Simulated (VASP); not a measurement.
# MgCdSeS: structure and properties in VASP, part 5 of 8

Aim: relax MgCdSeS, then compute properties on the relaxed cell. The cell is invented: it takes the structure of a Materials Project entry for ZnCdSeS (space group 156 there), with some of its atoms replaced by other elements, volume scaled by an estimate. It may not be a known or stable phase.

VASP 6.6.1, plane waves and PAW; the level of theory is named at each step.

So far, least gap on mesh and path (eV): step 5 (bands along the symmetry lines (PBE + D3(BJ)), PBE with D3(BJ)) 1.46; step 7 (band structure (PBE + D3(BJ) + SOC)) 1.34. The relaxed cell has a = 4.148, c = 6.786 Å (conventional setting).

## Step 8: Vibrations at Γ (PBE + D3(BJ))

This step: PBE with D3(BJ); plane waves and PAW (Cd, Se, S, Mg); invented cell (VASP 6.6.1).

Zone-centre modes test whether the atoms sit at a minimum within this cell. IBRION = 6 takes the force constants from differences of forces between displaced cells, so the forces must be tight.

File INCAR:

```
SYSTEM = MgCdSeS
PREC = Accurate
ENCUT = 400
EDIFF = 1E-08
NELM = 100
ISMEAR = -1
SIGMA = 0.05
LREAL = .FALSE.
ALGO = Normal
GGA = PE
IVDW = 12
NBANDS = 19
LORBIT = 11
LWAVE = .FALSE.
LCHARG = .FALSE.
KPAR = 2
IBRION = 6
NFREE = 2
POTIM = 0.015
ISIF = 2
NSW = 1
```

File POSCAR:

```
MgCdSeS
1.0
    4.1477180915     -0.0000000035      0.0000000000
   -2.0738595516      3.5920294095      0.0000000000
    0.0000000000      0.0000000000      6.7863525304
Cd Se S Mg
1 1 1 1
Direct
    0.0000000000      0.0000000000      0.5157483855
    0.3333333300      0.6666666700      0.3624382654
    0.0000000000      0.0000000000      0.8895062893
    0.3333333300      0.6666666700      0.9843070599
```

File KPOINTS:

```
Automatic mesh
0
Gamma
6 6 4
0 0 0
```

The projector-augmented-wave data sets are Cd, Se, S and Mg (PBE family, release 64).

Run with:

```sh
$ mpirun -np 2 vasp_std
```

Output:

```text
[... set-up lines as in an earlier step ...]
 entering main loop
       N       E                     dE             d eps       ncg     rms          rms(c)
DAV:   1     0.117688935531E+03    0.11769E+03   -0.96996E+03   912   0.943E+02
DAV:   2    -0.773114482099E+01   -0.12542E+03   -0.12193E+03  1072   0.235E+02
DAV:   3    -0.146650946952E+02   -0.69339E+01   -0.69135E+01  1113   0.554E+01
DAV:   4    -0.147227729213E+02   -0.57678E-01   -0.57653E-01  1134   0.524E+00
DAV:   5    -0.147234360139E+02   -0.66309E-03   -0.66307E-03  1124   0.545E-01    0.784E+00
DAV:   6    -0.137997247137E+02    0.92371E+00   -0.20871E+00  1009   0.127E+01    0.632E+00
DAV:   7    -0.137619557591E+02    0.37769E-01   -0.71115E-01  1073   0.460E+00    0.324E+00
DAV:   8    -0.137671892907E+02   -0.52335E-02   -0.61098E-02   996   0.262E+00    0.540E-01
DAV:   9    -0.137675024692E+02   -0.31318E-03   -0.10969E-02  1095   0.121E+00    0.114E-01
DAV:  10    -0.137679551683E+02   -0.45270E-03   -0.10410E-03   996   0.308E-01    0.883E-02
DAV:  11    -0.137681880497E+02   -0.23288E-03   -0.25097E-04  1039   0.949E-02    0.316E-02
DAV:  12    -0.137682464819E+02   -0.58432E-04   -0.84170E-05  1033   0.568E-02    0.977E-03
DAV:  13    -0.137682511635E+02   -0.46815E-05   -0.10103E-05  1108   0.259E-02    0.580E-03
DAV:  14    -0.137682514204E+02   -0.25690E-06   -0.97274E-07  1067   0.926E-03    0.378E-03
DAV:  15    -0.137682516625E+02   -0.24219E-06   -0.52112E-07   986   0.490E-03    0.934E-04
DAV:  16    -0.137682516559E+02    0.66752E-08   -0.27457E-08  1061   0.123E-03
   1 F= -.14950292E+02 E0= -.14950292E+02  d E =-.216426E-07
 Found     8 degrees of freedom:
 Finite differences POTIM= 0.01500 DOF=   8
 bond charge predicted
       N       E                     dE             d eps       ncg     rms          rms(c)
DAV:   1    -0.137667853456E+02    0.14663E-02   -0.22695E+00  2897   0.839E+00    0.134E-01
DAV:   2    -0.137676712005E+02   -0.88585E-03   -0.98582E-03  3448   0.647E-01    0.625E-02
DAV:   3    -0.137676644817E+02    0.67187E-05   -0.81173E-05  3405   0.582E-02    0.426E-02
DAV:   4    -0.137676604929E+02    0.39888E-05   -0.28682E-05  3325   0.308E-02    0.623E-03
DAV:   5    -0.137676607728E+02   -0.27990E-06   -0.81870E-07  3373   0.590E-03    0.294E-03
DAV:   6    -0.137676606844E+02    0.88479E-07   -0.38516E-07  3156   0.343E-03    0.711E-04
DAV:   7    -0.137676606968E+02   -0.12467E-07   -0.30933E-08  3320   0.107E-03    0.174E-04
DAV:   8    -0.137676607011E+02   -0.43015E-08   -0.41140E-09  1680   0.386E-04
   2 F= -.14949703E+02 E0= -.14949703E+02  d E =-.217803E-07
[... from here on, the cycles between the ionic steps are left out ...]
   3 F= -.14949703E+02 E0= -.14949703E+02  d E =-.217806E-07
   4 F= -.14949498E+02 E0= -.14949498E+02  d E =-.254640E-07
   5 F= -.14949402E+02 E0= -.14949402E+02  d E =-.184497E-07
   6 F= -.14949639E+02 E0= -.14949639E+02  d E =-.217745E-07
   7 F= -.14949639E+02 E0= -.14949639E+02  d E =-.217750E-07
   8 F= -.14949409E+02 E0= -.14949409E+02  d E =-.205862E-07
   9 F= -.14949435E+02 E0= -.14949435E+02  d E =-.227930E-07
  10 F= -.14949677E+02 E0= -.14949677E+02  d E =-.216418E-07
  11 F= -.14949677E+02 E0= -.14949677E+02  d E =-.216375E-07
  12 F= -.14949597E+02 E0= -.14949597E+02  d E =-.224158E-07
  13 F= -.14949389E+02 E0= -.14949389E+02  d E =-.209248E-07
  14 F= -.14949716E+02 E0= -.14949716E+02  d E =-.216478E-07
  15 F= -.14949716E+02 E0= -.14949716E+02  d E =-.216473E-07
  16 F= -.14949496E+02 E0= -.14949496E+02  d E =-.187383E-07
 Finite differences progress:
  Degree of freedom:   8/  8
  Displacement:        1/  2
  Total:              15/ 16
 bond charge predicted
       N       E                     dE             d eps       ncg     rms          rms(c)
DAV:   1    -0.137677205591E+02   -0.33584E-03   -0.36536E-02   912   0.101E+00    0.110E-01
DAV:   2    -0.137678043751E+02   -0.83816E-04   -0.12578E-03  1186   0.194E-01    0.471E-02
DAV:   3    -0.137678075650E+02   -0.31899E-05   -0.10064E-04  1104   0.623E-02    0.209E-02
DAV:   4    -0.137678114897E+02   -0.39247E-05   -0.40482E-05  1137   0.433E-02    0.987E-03
DAV:   5    -0.137678129833E+02   -0.14937E-05   -0.19315E-05  1177   0.283E-02    0.556E-03
DAV:   6    -0.137678134552E+02   -0.47185E-06   -0.48847E-06   989   0.119E-02    0.381E-03
DAV:   7    -0.137678135505E+02   -0.95352E-07   -0.22266E-07  1104   0.249E-03    0.272E-03
DAV:   8    -0.137678136648E+02   -0.11428E-06   -0.92651E-08  1005   0.154E-03    0.801E-04
DAV:   9    -0.137678137093E+02   -0.44428E-07   -0.36551E-08  1009   0.999E-04    0.655E-04
DAV:  10    -0.137678136959E+02    0.13345E-07   -0.56522E-09   806   0.397E-04    0.141E-04
DAV:  11    -0.137678136898E+02    0.60795E-08   -0.17456E-09   465   0.213E-04
  17 F= -.14949783E+02 E0= -.14949783E+02  d E =-.249939E-07
 Finite differences progress:
  Degree of freedom:   8/  8
  Displacement:        2/  2
  Total:              16/ 16
```

Wall time 6.9 min (2 MPI ranks of AMD EPYC 7R43, shared host); peak memory 0.67 GiB; 14 min of CPU time.

Parts of OUTCAR (step 8):

```text
   NELECT =      26.0000    total number of electrons

 Edisp (eV)   -1.18211

 E-fermi :   2.3371

 k-point     1 :       0.0000    0.0000    0.0000
  band No.  band energies     occupation
    ...
      9      -0.1137      2.00000
     10      -0.1137      2.00000
     11       1.0022      2.00000
     12       1.5795      2.00000
     13       1.5795      2.00000
     14       3.0210      0.00000
     15       4.7182      0.00000
     16       7.7822      0.00000
     17       7.7822      0.00000
     18       7.9768      0.00000
    ...

 Edisp (eV)   -1.18197

  Total       0.05336     0.05336    -0.14739    -0.00000    -0.00000     0.00000
  in kB       0.84552     0.84552    -2.33556    -0.00000    -0.00000     0.00000
  external pressure =       -0.21 kB  Pullay stress =        0.00 kB

 POSITION                                       TOTAL-FORCE (eV/Angst)
 -----------------------------------------------------------------------------------
      0.00000      0.00000      3.50005         0.000000      0.000000     -0.018409
     -0.00000      2.39469      2.45963        -0.000000      0.000000     -0.050842
      0.00000      0.00000      6.03650        -0.000000      0.000000     -0.006699
     -0.00000      2.39469      6.66485         0.000000     -0.000000      0.075950
 -----------------------------------------------------------------------------------
    total drift:                                0.000014     -0.000001      0.000119

  FREE ENERGIE OF THE ION-ELECTRON SYSTEM (eV)
  ---------------------------------------------------
  free  energy   TOTEN  =       -14.9497825658 eV

  energy  without entropy=      -14.9497825408  energy(sigma->0) =      -14.94978255

 Eigenvectors and eigenvalues of the dynamical matrix
 ----------------------------------------------------

   1 f  =    9.558429 THz    60.057381 2PiTHz  318.834873 cm-1    39.530468 meV
             X         Y         Z           dx          dy          dz
      0.000000  0.000000  3.500050    -0.003355    0.004682   -0.000000
     -0.000000  2.394686  2.459634    -0.003123    0.004358    0.000000
      0.000000  0.000000  6.036503     0.388624   -0.542357   -0.000000
     -0.000000  2.394686  6.679855    -0.433824    0.605438   -0.000000

   2 f  =    9.558428 THz    60.057372 2PiTHz  318.834826 cm-1    39.530462 meV
             X         Y         Z           dx          dy          dz
      0.000000  0.000000  3.500050    -0.004682   -0.003355   -0.000000
     -0.000000  2.394686  2.459634    -0.004358   -0.003123   -0.000000
      0.000000  0.000000  6.036503     0.542357    0.388624    0.000000
     -0.000000  2.394686  6.679855    -0.605438   -0.433824   -0.000000

   3 f  =    8.217729 THz    51.633515 2PiTHz  274.113938 cm-1    33.985782 meV
             X         Y         Z           dx          dy          dz
      0.000000  0.000000  3.500050    -0.000000    0.000000   -0.016948
     -0.000000  2.394686  2.459634    -0.000000   -0.000000   -0.339524
      0.000000  0.000000  6.036503     0.000000    0.000000   -0.229154
     -0.000000  2.394686  6.679855    -0.000000   -0.000000    0.912099

   4 f  =    7.870643 THz    49.452707 2PiTHz  262.536383 cm-1    32.550348 meV
             X         Y         Z           dx          dy          dz
      0.000000  0.000000  3.500050     0.000000    0.000000    0.305053
     -0.000000  2.394686  2.459634    -0.000000   -0.000000    0.277095
      0.000000  0.000000  6.036503     0.000000    0.000000   -0.903437
     -0.000000  2.394686  6.679855     0.000000   -0.000000   -0.118162

   5 f  =    5.382754 THz    33.820838 2PiTHz  179.549333 cm-1    22.261270 meV
             X         Y         Z           dx          dy          dz
      0.000000  0.000000  3.500050    -0.359617    0.501875   -0.000000
     -0.000000  2.394686  2.459634     0.457045   -0.637844   -0.000000
      0.000000  0.000000  6.036503    -0.023749    0.033144    0.000000
     -0.000000  2.394686  6.679855    -0.021784    0.030401   -0.000000

   6 f  =    5.382753 THz    33.820833 2PiTHz  179.549306 cm-1    22.261267 meV
             X         Y         Z           dx          dy          dz
      0.000000  0.000000  3.500050     0.501875    0.359617    0.000000
     -0.000000  2.394686  2.459634    -0.637844   -0.457045    0.000000
      0.000000  0.000000  6.036503     0.033144    0.023749    0.000000
     -0.000000  2.394686  6.679855     0.030401    0.021784   -0.000000

   7 f  =    4.825676 THz    30.320619 2PiTHz  160.967239 cm-1    19.957385 meV
             X         Y         Z           dx          dy          dz
      0.000000  0.000000  3.500050     0.000000   -0.000000   -0.672513
     -0.000000  2.394686  2.459634    -0.000000    0.000000    0.699743
      0.000000  0.000000  6.036503    -0.000000    0.000000   -0.043465
     -0.000000  2.394686  6.679855    -0.000000    0.000000    0.237059

   8 f  =    1.514981 THz     9.518904 2PiTHz   50.534316 cm-1     6.265454 meV
             X         Y         Z           dx          dy          dz
      0.000000  0.000000  3.500050     0.231317   -0.322822   -0.000000
     -0.000000  2.394686  2.459634     0.145745   -0.203399   -0.000000
      0.000000  0.000000  6.036503    -0.381659    0.532638   -0.000000
     -0.000000  2.394686  6.679855    -0.344732    0.481102   -0.000000

   9 f  =    1.514980 THz     9.518903 2PiTHz   50.534309 cm-1     6.265453 meV
             X         Y         Z           dx          dy          dz
      0.000000  0.000000  3.500050    -0.322822   -0.231317   -0.000000
     -0.000000  2.394686  2.459634    -0.203399   -0.145745   -0.000000
      0.000000  0.000000  6.036503     0.532638    0.381659   -0.000000
     -0.000000  2.394686  6.679855     0.481102    0.344732   -0.000000

  10 f/i=    0.003486 THz     0.021902 2PiTHz    0.116276 cm-1     0.014416 meV
             X         Y         Z           dx          dy          dz
      0.000000  0.000000  3.500050    -0.000000    0.000000   -0.674079
     -0.000000  2.394686  2.459634    -0.000000    0.000000   -0.564182
      0.000000  0.000000  6.036503    -0.000000    0.000000   -0.359723
     -0.000000  2.394686  6.679855    -0.000000    0.000000   -0.312916

  11 f/i=    0.019154 THz     0.120346 2PiTHz    0.638899 cm-1     0.079213 meV
             X         Y         Z           dx          dy          dz
      0.000000  0.000000  3.500050    -0.551959   -0.395453   -0.000000
     -0.000000  2.394686  2.459634    -0.461010   -0.330292   -0.000000
      0.000000  0.000000  6.036503    -0.286011   -0.204913   -0.000000
     -0.000000  2.394686  6.679855    -0.248624   -0.178128   -0.000000

  12 f/i=    0.019154 THz     0.120346 2PiTHz    0.638899 cm-1     0.079213 meV
             X         Y         Z           dx          dy          dz
      0.000000  0.000000  3.500050     0.395453   -0.551959   -0.000000
     -0.000000  2.394686  2.459634     0.330292   -0.461010   -0.000000
      0.000000  0.000000  6.036503     0.204913   -0.286011   -0.000000
     -0.000000  2.394686  6.679855     0.178128   -0.248624   -0.000000

 ELASTIC MODULI CONTR FROM IONIC RELAXATION (kBar)
 Direction    XX          YY          ZZ          XY          YZ          ZX
 --------------------------------------------------------------------------------
 XX        -351.0708    116.7507    168.7863      0.0000    -70.6838      0.0000
 YY         116.7507   -351.0709    168.7863      0.0000     70.6838     -0.0000
 ZZ         168.7863    168.7863   -382.4008     -0.0000      0.0000      0.0000
 XY           0.0000      0.0000     -0.0000   -233.9108     -0.0000    -70.6838
 YZ         -70.6838     70.6838      0.0000     -0.0000   -106.1309      0.0000
 ZX           0.0000     -0.0000      0.0000    -70.6838      0.0000   -106.1309
 --------------------------------------------------------------------------------

[... 8 parts as in an earlier step ...]

[... 9 further parts left out ...]
```

CONTCAR:

```
MgCdSeS
   1.00000000000000
     4.1477180914999998   -0.0000000035000000    0.0000000000000000
    -2.0738595516000000    3.5920294094999998    0.0000000000000000
     0.0000000000000000    0.0000000000000000    6.7863525304000003
  Cd              Se              S               Mg
     1     1     1     1
Direct
     0.0000000000000000    0.0000000000000000    0.5157483854999967
     0.3333333300000021    0.6666666699999979    0.3624382654000016
     0.0000000000000000    0.0000000000000000    0.8895062893000016
     0.3333333300000021    0.6666666699999978    0.9820967414803738
```

The last energy, forces, stress and levels in OUTCAR belong to the last displaced cell, not to the cell of POSCAR.

This step gave:

```yaml
bands: 19
irreducible_k_points: 24
pressure_of_the_cell: -0.006952 GPa
largest_force_of_the_cell: 0.008491 eV/Å
```

Transverse limit, no LO-TO splitting. The modes at Γ (shares of kinetic energy by element, %):

| mode | frequency (cm⁻¹) | symmetry | Cd % | Se % | S % | Mg % |
| --- | --- | --- | --- | --- | --- | --- |
| 1 | -0.6 | acoustic | 46 | 32 | 12 | 9 |
| 2 | -0.6 | acoustic | 46 | 32 | 12 | 9 |
| 3 | -0.1 | acoustic | 45 | 32 | 13 | 10 |
| 4 | 50.5 | E | 16 | 6 | 43 | 35 |
| 5 | 50.5 | E | 16 | 6 | 43 | 35 |
| 6 | 161.0 | A1 | 45 | 49 | 0 | 6 |
| 7 | 179.5 | E | 38 | 62 | 0 | 0 |
| 8 | 179.5 | E | 38 | 62 | 0 | 0 |
| 9 | 262.5 | A1 | 9 | 8 | 82 | 1 |
| 10 | 274.1 | A1 | 0 | 12 | 5 | 83 |
| 11 | 318.8 | E | 0 | 0 | 45 | 55 |
| 12 | 318.8 | E | 0 | 0 | 45 | 55 |

Displacements in mode 5 (50.5 cm⁻¹), the largest set to 1:
```
Cd1  0.22 -0.31  0.00
Se2  0.17 -0.23  0.00
S3  -0.69  0.96  0.00
Mg4 -0.72  1.00  0.00
```

Displacements in mode 10 (274.1 cm⁻¹), the largest set to 1:
```
Cd1  0.00  0.00 -0.01
Se2  0.00  0.00 -0.21
S3   0.00  0.00 -0.22
Mg4  0.00  0.00  1.00
```

The three acoustic modes lie within 0.6 cm⁻¹ of zero, and all others are real. By the characters of their eigenvectors the optical modes sort into (cm⁻¹) Raman active: E 51, A1 161, E 180, A1 263, A1 274, E 319; infrared active: E 51, A1 161, E 180, A1 263, A1 274, E 319.

## Step 9: Elastic tensor by finite strains (PBE + D3(BJ))

IBRION = 6 with ISIF = 3 strains the cell both ways at fixed fractional positions, and adds the ions' share afterwards from the force constants. Stress converges slowly with the basis, so the cutoff is raised.

Edit INCAR of step 8 so:

```diff
@@ -2,4 +2,4 @@
 PREC = Accurate
-ENCUT = 400
-EDIFF = 1E-08
+ENCUT = 500
+EDIFF = 1E-07
 NELM = 100
@@ -19,3 +19,3 @@
 POTIM = 0.015
-ISIF = 2
+ISIF = 3
 NSW = 1
```

POSCAR is that of step 8.

KPOINTS is that of step 8.

Run with:

```sh
$ mpirun -np 2 vasp_std
```

Output:

```text
[... set-up lines as in an earlier step ...]
 entering main loop
       N       E                     dE             d eps       ncg     rms          rms(c)
DAV:   1     0.132699134286E+03    0.13270E+03   -0.11137E+04   912   0.114E+03
DAV:   2    -0.665459399620E+01   -0.13935E+03   -0.13471E+03  1064   0.251E+02
DAV:   3    -0.146539968996E+02   -0.79994E+01   -0.79754E+01  1144   0.597E+01
DAV:   4    -0.147246690986E+02   -0.70672E-01   -0.70637E-01  1177   0.569E+00
[...]
DAV:  14    -0.137711460399E+02   -0.25608E-06   -0.95904E-07  1054   0.926E-03    0.369E-03
DAV:  15    -0.137711462847E+02   -0.24479E-06   -0.50962E-07   986   0.485E-03    0.925E-04
DAV:  16    -0.137711462797E+02    0.49479E-08   -0.25138E-08   677   0.122E-03
   1 F= -.14953187E+02 E0= -.14953187E+02  d E =-.214280E-07
 Found     8 degrees of freedom:
 Adding 6 more for cell shape distortion
 Finite differences POTIM= 0.01500 DOF=  14
 -----------------------------------------------------------------------------
|                                                                             |
|     EEEEEEE  RRRRRR   RRRRRR   OOOOOOO  RRRRRR      ###     ###     ###     |
|     E        R     R  R     R  O     O  R     R     ###     ###     ###     |
|     E        R     R  R     R  O     O  R     R     ###     ###     ###     |
|     EEEEE    RRRRRR   RRRRRR   O     O  RRRRRR       #       #       #      |
|     E        R   R    R   R    O     O  R   R                               |
|     E        R    R   R    R   O     O  R    R      ###     ###     ###     |
|     EEEEEEE  R     R  R     R  OOOOOOO  R     R     ###     ###     ###     |
|                                                                             |
|     RE_READ_KPOINTS: the new IBZ does not contain all k-points of the       |
|     original IBZ.                                                           |
|                                                                             |
|     ... try setting KBLOWUP=.FALSE.                                         |
|     ... as a last resort: switch off symmetry                               |
|                                                                             |
|       ---->  I REFUSE TO CONTINUE WITH THIS SICK JOB ... BYE!!! <----       |
|                                                                             |
 -----------------------------------------------------------------------------

1
1
```

It took 22 s on 2 MPI ranks.

The run ended with an error.

VASP's message: “RE_READ_KPOINTS: the new IBZ does not contain all k-points of the original IBZ.”. No number of this run is used.

(Continued in part 6 of 8.)

[Lines on the potential files, build, host, timing and source positions are cut from VASP's logs without a mark.]

[Logs are printed without paths, hosts, clocks, repeated set-up lines and the standing remarks that a program may print on its own settings, such as how far it seeks lower states.]

[Hosts, paths, dates, database ids (printed as entryN), source tags and the programs' standing remarks are cut or masked in the printed files.]

[A measured line is paired with the nearest computed mode of its activity, which favours agreement.]
